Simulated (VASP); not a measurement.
Input of a VASP 6.6.1 run:

The input INCAR:

```
SYSTEM = Nb
ALGO     = Fast           ! electronic algorithm
EDIFF    = 1E-6           ! SCF threshold, eV
EDIFFG   = -0.005         ! ionic threshold
ENCUT    = 600            ! plane-wave cutoff, eV
GGA      = PE             ! functional
IBRION   = 2              ! ionic algorithm
ISIF     = 3              ! what is computed and relaxed
ISMEAR   = 1              ! smearing method
IVDW     = 12             ! dispersion correction
LASPH    = .True.         ! aspherical terms in the spheres
LCHARG   = .False.        ! write CHGCAR
LREAL    = .False.        ! projectors in reciprocal space
LWAVE    = .False.        ! write WAVECAR
NELM     = 120            ! most SCF steps
NSW      = 60             ! ionic steps
PREC     = Accurate       ! precision mode
SIGMA    = 0.1            ! smearing width, eV
```

The input KPOINTS:

```
k-points
0
Gamma
  18 18 18
  0 0 0
```

File POSCAR:

```
Nb
1.0
   -1.6350000000      1.6350000000      1.6350000000
    1.6350000000     -1.6350000000      1.6350000000
    1.6350000000      1.6350000000     -1.6350000000
Nb
1
Direct
    0.0000000000      0.0000000000      0.0000000000
```

Potentials or basis: VASP PAW PBE potentials, release 64 (Nb_sv).

Launch:

```console
$ cat potpaw_PBE.64/Nb_sv/POTCAR > POTCAR
$ mpirun -np 1 vasp_std > vasp.out
```

Question: Predict the space group after relaxing (to 0.05 Å).

Answer: Im-3m (No. 229).

Question: Estimate the dispersion energy per atom.

Answer: -0.763 eV.

Question: Estimate the relaxed cell.

Answer: a = 2.827 Å, b = 2.827 Å, c = 2.827 Å, α = 109.47°, β = 109.47°, γ = 109.47°.

Question: Estimate the relaxed volume.

Answer: 17.40 Å³/atom.

The path:
```
step  energy change (eV)  largest force (eV/Å)  pressure (GPa)  volume (Å³)
   1              0.0000                0.0000           -0.87        17.48
   2              0.0005                0.0000            1.57        17.24
   3             -0.0003                0.0000            0.07        17.39
   4             -0.0003                0.0000            0.01        17.40
```

Caveat: pairwise dispersion overbinds metals, which lowers pressure and volume.
